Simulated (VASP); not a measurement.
A convergence study with VASP on Ca (fcc): one setting is varied, all else stays as given below, so the limit is that of these other settings.

```xyz
1
Lattice="0.0000 2.7900 2.7900 2.7900 0.0000 2.7900 2.7900 2.7900 0.0000" Properties=species:S:1:pos:R:3 pbc="T T T"
Ca     0.0000     0.0000     0.0000
```

Method: PBE GGA, VASP's PBE PAW potentials (set 64) (plane waves; VASP). The tightest run used: 550 eV cut-off, 21×21×21 Γ-centred mesh, first-order Methfessel-Paxton smearing of 0.10 eV, potentials Ca_sv.

| setting | E (eV/atom) | pressure (GPa) | irreducible k-points |
|---|---|---|---|
| 1×1×1 mesh | -6.9252 | -7.51 | 1 |
| 2×2×2 mesh | -1.5433 | -3.89 | 3 |
| 3×3×3 mesh | -1.8886 | -0.33 | 4 |
| 4×4×4 mesh | -1.9927 | -0.36 | 8 |
| 5×5×5 mesh | -1.9225 | -0.73 | 10 |
| 6×6×6 mesh | -1.8992 | -0.63 | 16 |

These are the cheaper rows. Estimate the results at 21×21×21 mesh, and how far the last row shown lies from them.

```
quantity        tightest run  last row shown is off by
--------------  ------------  ------------------------
E (eV/atom)          -1.9276                    0.0284
pressure (GPa)         -0.46                     -0.18
```

Left out are rungs that failed or repeat a setting and relaxations that didn't move; long series are thinned to 24 rows.

The compound is Ca in the fcc structure. The cell was not relaxed at this level.
